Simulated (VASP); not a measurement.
The system is GaN.

```
CELL_PARAMETERS angstrom
3.18000 0.00000 0.00000
-1.59000 2.75396 0.00000
0.00000 0.00000 5.16600
ATOMIC_POSITIONS crystal
Ga 0.33333 0.66667 0.00000
Ga 0.66667 0.33333 0.50000
N 0.33333 0.66667 0.37500
N 0.66667 0.33333 0.87500
```

- Program: VASP 6.6.1
- Task: relaxation of cell and atoms
- Functional: PBE
- Potentials or basis: VASP PAW PBE potentials, release 64 (Ga_h, N_h)
- Cutoff: 900 eV
- k mesh: 12 × 12 × 6
- Occupations: gaussian, width 0.02 eV
- Spin: no spin polarisation

At the start: pressure 7.4 GPa; volume 11.31 Å³/atom.

Question: How do energy, volume and symmetry change on relaxing?

Answer: Over 7 steps the energy falls by 10.2 meV/atom and the volume is 11.75 Å³/atom (+3.9 %); space group P6_3mc (No. 186, to 0.05 Å).

Step by step:
| step | energy change (eV) | largest force (eV/Å) | pressure (GPa) | volume (Å³) |
| --- | --- | --- | --- | --- |
| 1 | 0.0000 | 0.1372 | 7.36 | 45.24 |
| 2 | -0.0072 | 0.0665 | -5.88 | 48.73 |
| 3 | -0.0410 | 0.0107 | -0.06 | 47.02 |
| 4 | -0.0410 | 0.0128 | 0.09 | 46.98 |
| 5 | -0.0410 | 0.0071 | 0.03 | 46.98 |
| 6 | -0.0410 | 0.0025 | 0.03 | 46.98 |
| 7 | -0.0410 | 0.0016 | 0.01 | 47.00 |

Final structure:
```cif
data_structure
_symmetry_space_group_name_H-M 'P 1'
_symmetry_Int_Tables_number 1
_cell_length_a 3.2176
_cell_length_b 3.2176
_cell_length_c 5.2423
_cell_angle_alpha 90.000
_cell_angle_beta 90.000
_cell_angle_gamma 120.000
_cell_volume 47.00
loop_
_atom_site_label
_atom_site_type_symbol
_atom_site_fract_x
_atom_site_fract_y
_atom_site_fract_z
_atom_site_occupancy
Ga1 Ga 0.33333 0.66667 0.99915 1
Ga2 Ga 0.66667 0.33333 0.49915 1
N1 N 0.33333 0.66667 0.37585 1
N2 N 0.66667 0.33333 0.87585 1
```

Caveat: the cutoff is under 1.25 times the usual one of these potentials, so pressure, stress and relaxed cells hold a basis-set (Pulay) error.
